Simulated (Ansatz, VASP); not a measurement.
# Zr (Zirconium): VASP beside Ansatz

Aim: how closely do two programs agree when they are given the same cell, functional and k mesh? The structure shown is the end of the Ansatz relaxation below.

Program: Ansatz 0.2.0. Level of theory: plane waves, with VASP 6.6.1 beside it; single point at PBEsol. Results are calculated unless marked as measured.

**1. Starting point**

Symmetry: P6_3/mmc, No. 194, hexagonal system. The conventional cell has a = 3.279 Å, b = 3.279 Å, c = 5.001 Å, α = 90.00°, β = 90.00°, γ = 120.00°. Nearest to Zr lie 12 Zr at 3.14 to 3.28 Å.

**2. Ansatz: relaxation, PBEsol**

Ansatz runs on its PAW soft_1 files.

This run makes the geometry at which the two programs are then compared.

input.yaml reads:

```yaml
crystal:
  lattice:
    - [3.2792040756, 0.0, 0.0]
    - [-1.6396020378, 2.8398740336, 0.0]
    - [0.0, 0.0, 5.0387627666]
  atoms:
    - { symbol: Zr, position: [0.3333333333, 0.6666666667, 0.25] }
    - { symbol: Zr, position: [0.6666666667, 0.3333333333, 0.75] }
kpoints:
  mp_grid: { grid: [15, 15, 8] }
hamiltonian:
  xc: pbesol
  pseudopotentials: { kind: paw, azcp: { folder: soft_1 }, xc_functional: pbe }
scf:
  occupations: { method: methfessel_paxton, width: 0.2 }
output:
  forces: true
  stress: true
  eigenvalues: true
relax:
  adjacent_minimum: "off"
  f_tol: 0.001
  max_steps: 60
  cell: { stress_tol: 0.01, fix: [a, b, gamma] }
```

The run is started by

```console
$ ansatz run input.yaml --threads 4 --pin off --max-ram 10240MiB --backend cpu --events-out ev --progress --plain --runs-dir out
```

Numbers of over 12 decimals in the logs are rounded to 6 here.

The log of the run:

```text
Engine: ansatz 0.2.0, aarch64-unknown-linux-gnu
Pseudopotentials: kind: paw
Pseudopotential: Zr, paw, valence charge 12, recommended cutoff 420 eV (normal), soft_1/Zr.paw.azcp
Functional definition: PBEsol
  exchange = pbesol_x
  correlation = pbesol_c
Crystal: 2 atoms, lattice volume = 46.924 Å³
Basis set: ecut = 420 eV, 929 PW (Γ), exchange–correlation on 48×48×72 points (8 copies of the dense FFT grid, shifted against one another)
Bands: 16, of which v1, the nominal top of the filled ones, is band 12 counted from 1 (11 counted from 0)
Symmetry: 24 space group operations
Space group: P63/mmc (ITA 194), of the structure as read, at distance tolerance 3.6e-5 Å
k-points: 135 of 1800
Non-local potential: Zr, projectors of the file, l = 0: 3, l = 1: 2, l = 2: 2, l = 3: 1
PAW form: soft (Blöchl's): semilocal exchange-correlation on the pseudo side does not see the compensation charge
PAW frozen core: Zr, regenerated for the run's functional, and the local potential with it (the file was generated under x = pbe(κ = 0.804, μ = 0.219515), c = pbe(β = 0.066725))
PAW one-centre angular grid: Zr, 590 points (default); XC on 64 Gauss nodes
Initial density: superposition of atomic densities (chi_scale 0.1, normalization cell)
Initial wavefunctions: pseudopotential atomic-orbital guess
Functional: x = pbesol(κ = 0.804, μ = 0.123457), c = pbesol(β = 0.046)
SCF iter   1: F=—  HF=-8257.490861 eV  |F-HF|=—  |Δ(HF+E_count)|=         —  Δρ=3.03e-2  dr2=5.68e-1  ethr=3.10e-3  ⟨swp⟩=4.9  Hψ=8989  notcnv=0
preconditioner: auto → none  [metal: Δε(μ)=0.022 eV  Ē_g=3.275 eV  σ=0.200 eV  W_gap=0.09  n_scr=8 (ndim 8)  ℏωp=15.3 eV  f_vac=0.000  D(μ)=1.70/eV (n_scr^D=22)  sad-step TF]
SCF iter   2: F=—  HF=-8257.351106 eV  |F-HF|=—  |Δ(HF+E_count)|=   1.40e-1  S|Δr|=    0.00e0  Δρ=1.89e-2  dr2=2.16e-1  ethr=2.37e-3  ⟨swp⟩=1.9  Hψ=3489  notcnv=0
SCF iter   3: F=—  HF=-8257.275871 eV  |F-HF|=—  |Δ(HF+E_count)|=   7.52e-2  S|Δr|=    0.00e0  Δρ=1.09e-3  dr2=4.90e-4  ethr=9.01e-4  ⟨swp⟩=3.0  Hψ=4237  notcnv=0
SCF iter   4: F=—  HF=-8257.275851 eV  |F-HF|=—  |Δ(HF+E_count)|=   2.00e-5  S|Δr|=    0.00e0  Δρ=2.22e-4  dr2=8.98e-6  ethr=2.04e-6  ⟨swp⟩=2.0  Hψ=3782  notcnv=0
SCF iter   5: F=—  HF=-8257.275852 eV  |F-HF|=—  |Δ(HF+E_count)|=   1.39e-6  S|Δr|=    0.00e0  Δρ=3.53e-5  dr2=2.86e-7  ethr=3.74e-8  ⟨swp⟩=2.1  Hψ=3778  notcnv=0
SCF iter   6: F=-8257.275852 eV  HF=-8257.275852 eV  |F-HF|=4.01e-9  |Δ(HF+E_count)|=   8.76e-8  S|Δr|=    0.00e0  Δρ=5.63e-6  dr2=1.07e-8  ethr=4.17e-10  ⟨swp⟩=5.1  Hψ=9767  notcnv=0
SCF 1 converged in 6 iterations: F = -8257.275852 eV  dr2 = 1.07e-8
  greatest PAW one-centre occupation: 0.996 electrons in one spin orbital (limit 2), on the Zr atom at site 1 (counted from 0), in its partial waves of l = 0
relax step   1: F+E_penalty+E_count = -8257.27585246 eV  Δ(F+E_penalty+E_count) = +0.000e0 eV  max|allowed force component| = 4.626e-18 eV/Å  Δτ_max = 0.0000 Å  P = -3.725 GPa  Ω = 46.924 Å³  fix = [a, b, gamma]  reactions: a -4.957, b -4.957 GPa  (6 SCF iters, dr2 threshold 1.00e-7 eV, accepted)
[...]
relax step   2: F+E_penalty+E_count = -8257.27676035 eV  Δ(F+E_penalty+E_count) = -9.079e-4 eV  max|allowed force component| = 2.313e-17 eV/Å  Δτ_max = 0.0000 Å  P = -2.568 GPa  Ω = 46.366 Å³  energy of the carried Pulay correction = +1.727e-5 eV  fix = [a, b, gamma]  reactions: a -4.232, b -4.232 GPa  (3 SCF iters, dr2 threshold 2.00e-7 eV, accepted)
[...]
relax step   3: F+E_penalty+E_count = -8257.27724434 eV  Δ(F+E_penalty+E_count) = -4.840e-4 eV  max|allowed force component| = 1.295e-16 eV/Å  Δτ_max = 0.0000 Å  P = -3.011 GPa  Ω = 46.576 Å³  energy of the carried Pulay correction = +1.075e-5 eV  fix = [a, b, gamma]  reactions: a -4.512, b -4.512 GPa  (3 SCF iters, dr2 threshold 2.00e-7 eV, accepted)
[...]
relax step   4: F+E_penalty+E_count = -8257.27723348 eV  Δ(F+E_penalty+E_count) = +1.086e-5 eV  max|allowed force component| = 1.388e-16 eV/Å  Δτ_max = 0.0000 Å  P = -3.011 GPa  Ω = 46.576 Å³  fix = [a, b, gamma]  reactions: a -4.512, b -4.512 GPa  stress off target by 7.97e-3 GPa on what of the cell is left free  SCF on the basis re-selected at this cell (its energy is not comparable with the rows above)  (5 SCF iters)
basis re-selected at this cell: Δ(F+E_penalty+E_count) = +1.086e-5 eV, ΔP = +0.000 GPa vs the last step (what re-selecting the basis moved, of the pressure what is left beyond the Pulay correction that the steps carried, after the strain that the cell walked since its last selection, with what the two solves' SCF thresholds leave and, on support functions, any second-order correction that the steps lacked; it is no m [...]
SCF converged after 5 iterations
Stability not checked: this state was not tested for a lower state beside it, because cold or Methfessel-Paxton smearing, or corrected tetrahedra, fill the levels in a way that the test cannot read (fill_not_monotonic; see scf.lower_state_search)
Free energy (F): -8257.277233 eV
Harris-Foulkes:  -8257.277233 eV  (|F-HF|=7.28e-12)
Internal energy: -8257.279511 eV  (E = F + TS)
E sigma→0 (E₀):  -8257.277803 eV
Entropy (-TS):   0.002278 eV (1.139 meV/atom)
Fermi energy:    13.876802 eV
--- Per-component energies (eV) ---
  E_band       = -196.742102
  E_kinetic    = 630.581612
  E_local      = -1212.901367  (includes V_loc(G=0)·N_el)
  E_nonlocal   = 153.418843
  E_hartree    = 393.175151
  E_xc         = -306.414272
  E_vxc        = -363.590804  (∫ρ·V_xc dr)
  E_paw        = -5819.664832  (= ΣΔE_a)
  E_vpaw       = -190.600642  (= ΣTr[D̂ρ^β])
  E_aug_tail   = -0.000049  (compensation charges beyond the density's cutoff)
  E_ewald      = -2095.806039
  E_core_change = 0.331442  (= ΣΔE_core)
  E_smearing   = 0.002278  (= −TS)
  E_closure    = 0.000000  (closes the sum)
  Σ components = -8257.277233   (vs F -8257.277233, Δ=0.00e0)
--- Forces (eV/Å), atoms counted from 1 ---
  atom   1  Zr    -0.00000000    -0.00000000     0.00000000
  atom   2  Zr    -0.00000000     0.00000000    -0.00000000
  max |Σ_I F_I| component: 5.55e-17 eV/Å
--- Stress (GPa, compression-positive) ---
       -4.511796      -0.000000       0.000000
        0.000000      -4.511796       0.000000
        0.000000       0.000000      -0.007969
  P = ⅓ Tr σ = -3.0105 GPa (-30.105 kbar)
--- Band table (eV; the first three rows and the last of 135) ---
  k-point 0: bands = [... 8 lower, 8.1782, 10.8128, 14.6135, 14.6135, 15.2121, 15.3856, 15.4099, 15.4099]
  k-point 1: bands = [... 8 lower, 8.3181, 10.8185, 14.5002, 14.5002, 15.0951, 15.1033, 15.2789, 15.2789]
  k-point 2: bands = [... 8 lower, 8.7185, 10.7769, 14.3533, 14.3533, 14.5145, 14.7815, 14.9802, 14.9802]
  k-point 134: bands = [... 8 lower, 12.3821, 12.3821, 12.5350, 12.5350, 13.8159, 13.8159, 15.9493, 15.9493]
--- Relaxed structure (3 steps of the walk, 3 accepted, 1 SCFs on fresh bases) ---
  F+E_penalty+E_count = -8257.27723348 eV   max|allowed force component| = 1.388e-16 eV/Å   (the final SCF, on the basis selected at the relaxed cell)
  cell:  # Å, volume = 46.5760 Å³
    - [3.279204, 0, 0.0]
    - [-1.639602, 2.839874, 0.0]
    - [0.0, 0.0, 5.001431]
  atoms:
    - { symbol: Zr, position: [0.333333, 0.666667, 0.25] }
    - { symbol: Zr, position: [0.666667, 0.333333, 0.75] }
```

**3. VASP: single point, PBEsol, pair 1**

The same cell, functional, mesh and smearing now go to VASP, with its own data sets.

Lines of VASP's logs that name or quote its potential files are left out, and so is its time.

INCAR reads:

```
SYSTEM = Zr
PREC = Accurate
ENCUT = 500
EDIFF = 1E-06
NELM = 120
ISMEAR = 1
SIGMA = 0.2
LREAL = .FALSE.
ALGO = Normal
GGA = PS
NBANDS = 18
LASPH = .TRUE.
LORBIT = 11
LWAVE = .FALSE.
LCHARG = .FALSE.
ISIF = 2
GGA_COMPAT = .FALSE.
KPAR = 2
```

POSCAR reads:

```
Zr
1.0
    3.2792040756      0.0000000000      0.0000000000
   -1.6396020378      2.8398740336      0.0000000000
    0.0000000000      0.0000000000      5.0014312869
Zr
2
Direct
    0.3333333334      0.6666666668      0.2500000000
    0.6666666668      0.3333333334      0.7500000000
```

KPOINTS reads:

```
Automatic mesh
0
Gamma
15 15 8
0 0 0
```

PAW data sets: Zr_sv (PBE family, release 64).

The run is started by

```console
$ mpirun -np 2 vasp_std
```

The log of the run:

```text
[banner, memory and clock lines left out]
running    2 mpi-ranks, on    1 nodes
 distrk:  each k-point on    1 cores,    2 groups
 distr:  one band on    1 cores,    1 groups

 POSCAR found type information on POSCAR Zr
 POSCAR found :  1 types and       2 ions
|                                                                             |
|               ----> ADVICE to this user running VASP <----                  |
|                                                                             |
|     You enforced a specific xc type in the INCAR file but a different       |
|     [... a line on the potential file left out ...]
|     I HOPE YOU KNOW WHAT YOU ARE DOING!                                     |
|                                                                             |

 LDA part: xc-table for (Slater+PW92), standard interpolation
 POSCAR, INCAR and KPOINTS ok, starting setup
 FFT: planning ... GRIDC
 FFT: planning ... GRID_SOFT
 FFT: planning ... GRID
 WAVECAR not read
 entering main loop
       N       E                     dE             d eps       ncg     rms          rms(c)
DAV:   1     0.210700301902E+03    0.21070E+03   -0.13116E+04  4868   0.129E+03
DAV:   2    -0.330330530186E+01   -0.21400E+03   -0.21070E+03  5740   0.376E+02
DAV:   3    -0.185890667475E+02   -0.15286E+02   -0.15100E+02  8754   0.728E+01
DAV:   4    -0.189620839034E+02   -0.37302E+00   -0.37256E+00  5826   0.119E+01
DAV:   5    -0.189739378959E+02   -0.11854E-01   -0.11848E-01  7190   0.142E+00    0.151E+01
DAV:   6    -0.182641970090E+02    0.70974E+00   -0.10801E+00  5248   0.797E+00    0.590E+00
DAV:   7    -0.181199849271E+02    0.14421E+00   -0.68938E-01  7058   0.547E+00    0.117E+00
DAV:   8    -0.181232831225E+02   -0.32982E-02   -0.36398E-02  6386   0.154E+00    0.301E-01
DAV:   9    -0.181235593044E+02   -0.27618E-03   -0.20334E-03  6270   0.416E-01    0.271E-02
DAV:  10    -0.181235315888E+02    0.27716E-04   -0.60184E-05  7206   0.443E-02    0.239E-02
DAV:  11    -0.181235301857E+02    0.14031E-05   -0.99837E-06  5434   0.371E-02    0.235E-03
DAV:  12    -0.181235302156E+02   -0.29954E-07   -0.33824E-07  3102   0.441E-03
   1 F= -.18123530E+02 E0= -.18124294E+02  d E =0.229122E-02
```

From OUTCAR (step 3):

```text
ion  position               nearest neighbor table
   1  0.333  0.667  0.250-   2 3.14   2 3.14   2 3.14   2 3.14   2 3.14   2 3.14
   2  0.667  0.333  0.750-   1 3.14   1 3.14   1 3.14   1 3.14   1 3.14   1 3.14

  LATTYP: Found a hexagonal cell.
 ALAT       =     3.2792040756
 C/A-ratio  =     1.5251967159

 Subroutine GETGRP returns: Found 24 space group operations
 (whereof 12 operations were pure point group operations)

The static configuration has the point symmetry D_3d.
 The point group associated with its full space group is D_6h.

 Found    135 irreducible k-points:

   k-points           NKPTS =    135   k-points in BZ     NKDIM =    135   number of bands    NBANDS=     18

   dimension x,y,z NGX =    24 NGY =   24 NGZ =   36
   dimension x,y,z NGXF=    48 NGYF=   48 NGZF=   72

   ENCUT  =  500.0 eV  36.75 Ry    6.06 a.u.   5.98  5.98  9.12*2*pi/ulx,y,z

   NELECT =      24.0000    total number of electrons

 k-points in reciprocal lattice and weights: Automatic mesh
   0.00000000  0.00000000  0.00000000       0.001
   0.06666667 -0.00000000  0.00000000       0.003
   0.13333333  0.00000000  0.00000000       0.003
   0.20000000  0.00000000  0.00000000       0.003
   0.26666667  0.00000000  0.00000000       0.003
   0.33333333 -0.00000000  0.00000000       0.003
   0.40000000  0.00000000  0.00000000       0.003
   0.46666667  0.00000000  0.00000000       0.003
   0.06666667  0.06666667  0.00000000       0.003
[...]
0.33333333  0.26666667  0.50000000       0.007
   0.33333333  0.33333333  0.50000000       0.001

 average (electrostatic) potential at core
       1 -74.4738       2 -74.4738

 E-fermi :   8.8975

 k-point     1 :       0.0000    0.0000    0.0000
  band No.  band energies     occupation
    ...
      6     -17.4375      2.00000
      7     -17.4375      2.00000
      8     -17.3928      2.00000
      9       3.1934      2.00000
     10       5.8312      2.00000
     11       9.6356     -0.00000
     12       9.6356     -0.00000
     13      10.2337     -0.00000
     14      10.4051     -0.00000
     15      10.4320     -0.00000
    ...

 k-point     2 :       0.0667   -0.0000    0.0000
  band No.  band energies     occupation
    ...
      6     -17.4655      2.00000
      7     -17.4401      2.00000
      8     -17.4003      2.00000
      9       3.3149      2.00000
     10       5.9369      2.00000
     11       9.3571     -0.00544
     12       9.7468     -0.00000
     13      10.0785     -0.00000
     14      10.3280     -0.00000
     15      10.4563     -0.00000
    ...

 k-point     3 :       0.1333    0.0000    0.0000
  band No.  band energies     occupation
    ...
      7     -17.4483      2.00000
      8     -17.4227      2.00000
      9       3.6655      2.00000
     10       6.2250      2.00000
     11       8.8743      1.19479
     12       9.3519     -0.00604
     13      10.0757     -0.00000
     14      10.0781     -0.00000
     15      10.3098     -0.00000
     16      10.4662     -0.00000
    ...

  Total       -1.3006235     -1.3006235      0.0110404      0.0000000      0.0000000      0.0000000
  in kB      -44.7404502    -44.7404502      0.3797799      0.0000000      0.0000000      0.0000000
  external PRESSURE =     -29.7003735 kB  Pullay stress =       0.0000000 kB

  energy-cutoff  :      500.00
  volume of cell :       46.58
      direct lattice vectors                 reciprocal lattice vectors
     3.279204076  0.000000000  0.000000000     0.304952048  0.176064147  0.000000000
    -1.639602038  2.839874034  0.000000000     0.000000000  0.352128294  0.000000000
     0.000000000  0.000000000  5.001431287     0.000000000  0.000000000  0.199942765

 POSITION                                       TOTAL-FORCE (eV/Angst)
 -----------------------------------------------------------------------------------
      0.00000      1.89325      1.25036        -0.000000     -0.000000     -0.000000
      1.63960      0.94662      3.75107         0.000000      0.000000      0.000000
 -----------------------------------------------------------------------------------
    total drift:                               -0.000000     -0.000000      0.000000

  FREE ENERGIE OF THE ION-ELECTRON SYSTEM (eV)
  ---------------------------------------------------
  free  energy   TOTEN  =       -18.1235302156 eV

  energy  without entropy=      -18.1258214348  energy(sigma->0) =      -18.12429396

 total charge
# of ion       s       p       d       tot
------------------------------------------
    1        2.236   5.957   1.625   9.818
    2        2.236   5.957   1.625   9.818
--------------------------------------------------
tot          4.473  11.914   3.250  19.637

[... 3 further parts left out ...]
```

The run ends at a pressure of -2.97 GPa.

**4. Differences**

Known differences besides the potentials themselves: the cutoff is 420 eV in Ansatz and 500 eV in VASP; Ansatz makes its cores anew for this functional, VASP keeps those of its PBE data sets; Ansatz's pressure holds a Pulay correction, VASP's none. Total energies have different zeros and are not compared.

The two programs side by side:

| quantity | Ansatz | VASP | difference |
| --- | --- | --- | --- |
| pressure (GPa) | -3.01 | -2.97 | -0.04 |

**5. Ansatz: relaxation, PBEsol**

This run makes the geometry at which the two programs are then compared. The cell compared in this pair holds 47.12 Å³, against 46.58 Å³ for the pair before.

The structure compared here is the end of the Ansatz relaxation.

Changes to input.yaml since step 2:

```diff
@@ -2,5 +2,5 @@
   lattice:
-    - [3.2792040756, 0.0, 0.0]
-    - [-1.6396020378, 2.8398740336, 0.0]
-    - [0.0, 0.0, 5.0387627666]
+    - [3.3110410083, 0.0, 0.0]
+    - [-1.6555205042, 2.8674456262, 0.0]
+    - [0.0, 0.0, 5.0014312869]
   atoms:
```

The run is started by

```console
$ ansatz run input.yaml --threads 4 --pin off --max-ram 10240MiB --backend cpu --events-out ev --progress --plain --runs-dir out
```

The log of the run:

```text
[...]
Crystal: 2 atoms, lattice volume = 47.485 Å³
Basis set: ecut = 420 eV, 929 PW (Γ), exchange–correlation on 48×48×72 points (8 copies of the dense FFT grid, shifted against one another)
Bands: 16, of which v1, the nominal top of the filled ones, is band 12 counted from 1 (11 counted from 0)
Symmetry: 24 space group operations
[...]
k-points: 135 of 1800
[...]
--- Relaxed structure (3 steps of the walk, 3 accepted, 1 SCFs on fresh bases) ---
[...]
cell:  # Å, volume = 47.1172 Å³
    - [3.311041, 2.886750755265696e-11, -4.741621796269774e-19]
    - [-1.655521, 2.867446, 2.3708108981706863e-19]
    - [-7.162368434246784e-19, 0, 4.962724]
  atoms:
    - { symbol: Zr, position: [0.333333, 0.666667, 0.250000] }
    - { symbol: Zr, position: [0.666667, 0.333333, 0.750000] }
[key lines of the parts left out:]
SCF converged after 5 iterations
Free energy (F): -8257.247912 eV
Fermi energy:    13.688998 eV
P = ⅓ Tr σ = -3.8976 GPa (-38.976 kbar)
```

**6. VASP: single point, PBEsol, pair 2**

The same cell, functional, mesh and smearing now go to VASP, with its own data sets.

INCAR is that of step 3.

POSCAR reads:

```
Zr
1.0
    3.3110410083      0.0000000000      0.0000000000
   -1.6555205042      2.8674456262      0.0000000000
    0.0000000000      0.0000000000      4.9627235591
Zr
2
Direct
    0.3333333334      0.6666666668      0.2500000000
    0.6666666668      0.3333333334      0.7500000000
```

KPOINTS is that of step 3.

The run is started by

```console
$ mpirun -np 2 vasp_std
```

The log of the run:

```text
[banner, memory and clock lines left out]
running    2 mpi-ranks, on    1 nodes
[...]
[... a notice as in an earlier step ...]

 LDA part: xc-table for (Slater+PW92), standard interpolation
 POSCAR, INCAR and KPOINTS ok, starting setup
[...]
entering main loop
       N       E                     dE             d eps       ncg     rms          rms(c)
DAV:   1     0.205864614361E+03    0.20586E+03   -0.13089E+04  4868   0.128E+03
DAV:   2    -0.374203591084E+01   -0.20961E+03   -0.20627E+03  5732   0.373E+02
DAV:   3    -0.185743598936E+02   -0.14832E+02   -0.14730E+02  8760   0.715E+01
DAV:   4    -0.189521205172E+02   -0.37776E+00   -0.37739E+00  5710   0.119E+01
[...]
DAV:  10    -0.180944695808E+02    0.28631E-04   -0.64851E-05  7180   0.467E-02    0.240E-02
DAV:  11    -0.180944736218E+02   -0.40411E-05   -0.99043E-06  5466   0.371E-02    0.243E-03
DAV:  12    -0.180944735109E+02    0.11097E-06   -0.38541E-07  3084   0.460E-03
   1 F= -.18094474E+02 E0= -.18095301E+02  d E =0.248219E-02
```

[end of part 1 of 2]

[Lines on the potential files, build, host, timing and source positions are cut from VASP's logs without a mark.]

[Logs are printed without paths, hosts, clocks, repeated set-up lines and the standing remarks that a program may print on its own settings, such as how far it seeks lower states.]

[Hosts, paths, dates, database ids (printed as entryN), source tags and the programs' standing remarks are cut or masked in the printed files.]
